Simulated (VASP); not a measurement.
KCl (rock salt), at 1.04 of the tabulated volume:

```yaml
crystal:
  lattice:
    - [0.00000, 3.18639, 3.18639]
    - [3.18639, 0.00000, 3.18639]
    - [3.18639, 3.18639, 0.00000]
  atoms:
    - { symbol: K, position: [0.00000, 0.00000, 0.00000] }
    - { symbol: Cl, position: [0.50000, 0.50000, 0.50000] }
```

The lowest empty band near Γ, direction [111], from PBE with spin-orbit coupling in VASP (PAW); its two spin partners are averaged. The gap over the points computed is 5.02 eV, and the next band on that side lies 3.30 eV away at the edge.

Settings: 400 eV cut-off, 8×8×8 Γ-centred mesh, Gaussian smearing of 0.050 eV, potentials K_sv Cl.

```tsv
distance from the edge in k (1/Å)	distance in energy (meV)
0.025	5.3
0.035	10.3
0.050	21.0
0.070	41.1
```

Fit E(1 + αE) = ħ²k²/2m* (ħ²/2m0 = 3.810 eV Å²) and predict the row at 0.095 1/Å.

The rows don't resolve α, so a parabola serves: the electron mass is m* = 0.454 m0, and so 75.7 meV. The run gave 75.2 meV, -0.5 meV from the fit.

Left out are points under 3 meV from the edge, since the levels carry 0.1 meV, and points farther than half the way to the next band.

The compound is KCl in the rock salt structure. The cell was not relaxed at this level.
